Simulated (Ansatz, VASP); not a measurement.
## Ga4Sb3P: VASP beside Ansatz

Contents of INCAR:

```
SYSTEM = Ga4Sb3P
ALGO = Normal
EDIFF = 1E-7
ENCUT = 520
GGA = PE
ISIF = 2
ISMEAR = -1
LASPH = .TRUE.
LCHARG = .FALSE.
LREAL = .FALSE.
LWAVE = .FALSE.
NBANDS = 46
NELM = 80
PREC = Accurate
SIGMA = 0.02
```

KPOINTS

```
k-points
0
G
  4 4 4
  0 0 0
```

Contents of POSCAR:

```
Ga4Sb3P
1.0
    5.9613104520      0.0000000000      0.0000000000
    0.0000000000      5.9613104520      0.0000000000
    0.0000000000      0.0000000000      5.9613104520
P Ga Sb
1 4 3
Direct
    0.0000000000      0.0000000000      0.0000000000
    0.7637173562      0.7637173562      0.7637173562
    0.2362826438      0.2362826438      0.7637173562
    0.2362826438      0.7637173562      0.2362826438
    0.7637173562      0.2362826438      0.2362826438
    0.5000000000      0.5000000000      0.0000000000
    0.5000000000      0.0000000000      0.5000000000
    0.0000000000      0.5000000000      0.5000000000
```

Input for Ansatz:

```yaml
crystal:
  lattice:
    - [5.961310452, 0.0, 0.0]
    - [0.0, 5.961310452, 0.0]
    - [0.0, 0.0, 5.961310452]
  atoms:
    - { symbol: P, position: [0.0, 0.0, 0.0] }
    - { symbol: Ga, position: [0.7637173562, 0.7637173562, 0.7637173562] }
    - { symbol: Sb, position: [0.5, 0.5, 0.0] }
    - { symbol: Ga, position: [0.2362826438, 0.2362826438, 0.7637173562] }
    - { symbol: Sb, position: [0.5, 0.0, 0.5] }
    - { symbol: Ga, position: [0.2362826438, 0.7637173562, 0.2362826438] }
    - { symbol: Sb, position: [0.0, 0.5, 0.5] }
    - { symbol: Ga, position: [0.7637173562, 0.2362826438, 0.2362826438] }
kpoints:
  mp_grid: { grid: [4, 4, 4] }
  band_path:
    path:
      - [[0.0, 0.0, 0.0], [2.593581938424e-50, 0.5, -1.108875867461e-33], [0.5, 0.5, -1.065799657739e-33], [0.0, 0.0, 0.0], [0.5, 0.5, 0.5], [2.593581938424e-50, 0.5, -1.108875867461e-33]]
      - [[0.5, 0.5, 0.5], [0.5, 0.5, -1.065799657739e-33]]
    npoints: 10
hamiltonian:
  xc: pbe
scf:
  occupations: { method: fermi_dirac, width: 0.02 }
  n_extra_bands: 6
output:
  forces: true
  stress: true
  eigenvalues: true
  write_density: true
  write_potential: true
  elf: true
  volumetric_format: npy
```

The cell was built by a generator and needn't be a form met in nature.

Alike in both runs: task single point; functional PBE; k mesh 4 × 4 × 4; occupations fermi-dirac, width 0.02 eV; no spin polarisation.

|  | VASP | Ansatz |
| --- | --- | --- |
| version | VASP 6.6.1 | Ansatz 0.2.0 |
| potentials or method | VASP PAW PBE potentials, release 64 (P, Ga_d, Sb) | plane waves, PAW |
| plane-wave cutoff (eV) | 520 | 420 |
| valence electrons in the cell | 72 | 102 |

```tsv
	VASP	Ansatz	Ansatz less VASP
pressure (GPa)	2.1	2.0	-0.08
rms of the force components (eV/Å)	0.026	0.023	-0.0030
```

The two sets of potentials don't hold the same shells in valence.

Spin-orbit coupling is left out, which matters for the levels of Sb.
